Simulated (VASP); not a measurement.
MnS (rock salt, AFM-II order): the cohesive energy from VASP (plane waves, PAW) at several levels of theory. Atoms are spin-polarised in a large box without symmetry, with the spin fixed by Hund's rule, and may not be in the lowest state of each functional; no zero-point energy is added.

```json
[
 {"level": "PBE", "cohesive energy (eV/atom)": "4.00"},
 {"level": "PBEsol", "cohesive energy (eV/atom)": "4.44"}
]
```

The cell of the PBE run:

```
MnS
1.0
    5.11618     2.54102     2.54102
    2.54102     5.11618     2.54102
    2.54102     2.54102     5.11618
Mn S
2 2
Direct
  0.00000   0.00000   0.00000
  0.50000   0.50000   0.50000
  0.25000   0.25000   0.25000
  0.75000   0.75000   0.75000
```
Starting moments (μB, in the order of the record's atoms Mn Mn S S): 4.1 -4.1 0.0 0.0.

Only levels that ran to the end are used. Left out are those held back, those with too coarse a band path, GW runs whose mesh misses a band edge, hybrids' fits of cells that aren't cubic and levels without matching references; a question may draw on a part of the rest.
